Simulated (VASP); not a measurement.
Input for VASP

**INCAR**
```
! general
SYSTEM =CoSi
PREC   =Accurate
ENCUT  =500
LREAL  =.False.
LASPH  =.True.

! electronic loop
EDIFF  =1E-6
NELM   =100
ALGO   =Normal
LMAXMIX=4

! smearing
ISMEAR =1
SIGMA  =0.1

! ions
IBRION =2
NSW    =40
ISIF   =3
EDIFFG =-0.02
PSTRESS=50

! output
LWAVE  =.False.
LCHARG =.False.
```

POSCAR:
```
CoSi
1
    4.3252820472    -0.0000000000    -0.0000000000
   -0.0000000000     4.3252820472    -0.0000000000
    0.0000000000    -0.0000000000     4.3252820472
Co Si
4 4
Direct
  0.8537053471   0.6462946529   0.3537053471
  0.3537053471   0.8537053471   0.6462946529
  0.1462946529   0.1462946529   0.1462946529
  0.6462946529   0.3537053471   0.8537053471
  0.1565923458   0.3434076542   0.6565923458
  0.6565923458   0.1565923458   0.3434076542
  0.8434076542   0.8434076542   0.8434076542
  0.3434076542   0.6565923458   0.1565923458
```

File KPOINTS:
```
Automatic
0
Gamma
  7 7 7
```

POTCAR, in this order: Co Si (LDA.64 set). Program: vasp_std.

Question: Write an equivalent input for Ansatz.

Answer: One equivalent input (not run):
Ansatz 0.2 input:
```yaml
crystal:
  lattice:
    - [4.3252820, 0.0000000, 0.0000000]
    - [0.0000000, 4.3252820, 0.0000000]
    - [0.0000000, 0.0000000, 4.3252820]
  atoms:
    - { symbol: Co, position: [0.8537053, 0.6462947, 0.3537053] }
    - { symbol: Co, position: [0.3537053, 0.8537053, 0.6462947] }
    - { symbol: Co, position: [0.1462947, 0.1462947, 0.1462947] }
    - { symbol: Co, position: [0.6462947, 0.3537053, 0.8537053] }
    - { symbol: Si, position: [0.1565923, 0.3434077, 0.6565923] }
    - { symbol: Si, position: [0.6565923, 0.1565923, 0.3434077] }
    - { symbol: Si, position: [0.8434077, 0.8434077, 0.8434077] }
    - { symbol: Si, position: [0.3434077, 0.6565923, 0.1565923] }
kpoints:
  mp_grid: { grid: [7, 7, 7] }
hamiltonian:
  xc: lda
  pseudopotentials: { kind: paw }
scf:
  occupations: { method: methfessel_paxton, width: 0.1 }
  max_iter: 100
relax:
  max_steps: 40
  f_tol: 0.02
  cell: { p_target: 5 }
output: { forces: true, stress: true, eigenvalues: true }
```
Limits of the translation: each code has its own PAW files, so the cut-off isn't converted (ENCUT is set for VASP's; basis.ecutwfc is left out, and Ansatz then takes the one that its files recommend); Ansatz stops its SCF on the density residual and VASP on the energy change (EDIFF); Ansatz's lda is the Perdew-Wang form, while the LDA potentials of VASP carry Perdew-Zunger's.

The compound is CoSi in the B20 structure. It was relaxed first under an external pressure of 5 GPa.
